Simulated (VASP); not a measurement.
Method: r2SCAN meta-GGA, VASP's PBE PAW potentials (set 64) (plane waves; VASP).

Input for VASP

### POSCAR
```
BiB
1.0
  0.0000000000   2.5927650000   2.5927650000
  2.5927650000   0.0000000000   2.5927650000
  2.5927650000   2.5927650000   0.0000000000
Bi B
1 1
Cart
  0.0000000000   0.0000000000   0.0000000000
  2.5927650000   2.5927650000   2.5927650000
```

### INCAR
```
SYSTEM = BiB
PREC = Accurate
ENCUT = 520
EDIFF = 1E-6
NELM = 100
ALGO = Normal
LREAL = .FALSE.
LASPH = .TRUE.
ISMEAR = 1
SIGMA = 0.1
METAGGA = R2SCAN
LMIXTAU = .TRUE.
LMAXMIX = 4
LWAVE = .FALSE.
LCHARG = .FALSE.
IBRION = 2
ISIF = 3
NSW = 60
EDIFFG = -0.01
```

File KPOINTS:
```
Automatic mesh
0
Gamma
11 11 11
0 0 0
```

POTCAR, in this order: Bi_d B (PBE.64 set). Program: vasp_std.

Energy and stress use the plane-wave basis of the starting cell. Unless said otherwise, spin-orbit coupling is left out, though it shifts the bands of the heavy elements here.

### Question
Estimate the energy per atom (σ→0), volume per atom, band gap (on the k-mesh).

### Answer

```json
{
 "energy per atom (σ→0)": "-3056.7 kJ/mol of atoms",
 "band gap (on the k-mesh)": "none (metal, semimetal or under 0.01 eV)",
 "volume_per_atom": "18.14 Å³/atom"
}
```

File OSZICAR:
```
...
DAV:   4    -0.633595167304E+02   -0.58350E-03   -0.38357E-03  1501   0.673E-01    0.439E-02
DAV:   5    -0.633599900076E+02   -0.47328E-03   -0.61636E-04  1481   0.310E-01    0.275E-02
DAV:   6    -0.633598345032E+02    0.15550E-03   -0.76295E-04  1586   0.382E-01    0.253E-02
DAV:   7    -0.633601667850E+02   -0.33228E-03   -0.20893E-04  1466   0.197E-01    0.804E-03
DAV:   8    -0.633601541944E+02    0.12591E-04   -0.19225E-05  1844   0.629E-02    0.389E-03
DAV:   9    -0.633601631199E+02   -0.89255E-05   -0.13798E-05  1486   0.553E-02    0.137E-03
DAV:  10    -0.633601635632E+02   -0.44329E-06   -0.13974E-06  1043   0.206E-02
   3 F= -.63360164E+02 E0= -.63360494E+02  d E =-.165212E-01
```

The structure was generated: BiB was put into the rocksalt type (Fm-3m), which need not be its known phase. This run relaxes it. Symmetry was kept, so distortions that lower it aren't found.
